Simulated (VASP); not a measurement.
Here is a VASP 6.6.1 calculation.

INCAR

```
ALGO = Normal
EDIFF = 1E-6
ENCUT = 520
ISIF = 2
ISMEAR = 0
KPAR = 4
LASPH = T
LCHARG = F
LMIXTAU = T
LREAL = F
LWAVE = F
METAGGA = R2SCAN
NBANDS = 24
NELM = 150
PREC = Accurate
SIGMA = 0.1
```

Contents of KPOINTS:

```
k-points
0
Gamma
  6 10 8
```

The input POSCAR:

```
SiB
1.0
    5.2403000000      0.0000000000      0.0000000000
    0.0000000000      2.9766800000      0.0000000000
    0.0000000000      0.0000000000      5.6696000000
Si B
4 4
Direct
    0.8313440000      0.7500000000      0.0942220000
    0.1686560000      0.2500000000      0.9057780000
    0.6686560000      0.2500000000      0.5942220000
    0.3313440000      0.7500000000      0.4057780000
    0.9303300000      0.7500000000      0.4444810000
    0.0696700000      0.2500000000      0.5555190000
    0.4303300000      0.7500000000      0.0555190000
    0.5696700000      0.2500000000      0.9444810000
```

Potentials or basis: VASP PAW PBE potentials, release 64 (Si, B).

Launch:

```bash
$ cat potpaw_PBE.64/Si/POTCAR potpaw_PBE.64/B/POTCAR > POTCAR
$ mpirun -np 4 vasp_std > vasp.out
```

Problem. Predict the band gap on the k mesh.

Solution. None (metal or under the smearing width).

Problem. Predict the pressure.

Solution. -1.3 GPa.

Problem. Estimate the largest force.

Solution. 0.116 eV/Å.

Forces on the atoms (eV/Å):
```
Si  -0.006  0.000 -0.023
Si   0.006  0.000  0.023
Si   0.006  0.000 -0.023
Si  -0.006  0.000  0.023
B   -0.013  0.000 -0.115
B    0.013  0.000  0.115
B   -0.013  0.000  0.115
B    0.013  0.000 -0.115
```

Caveat: the PAW data sets were made with another functional, which shifts forces and pressure a little.
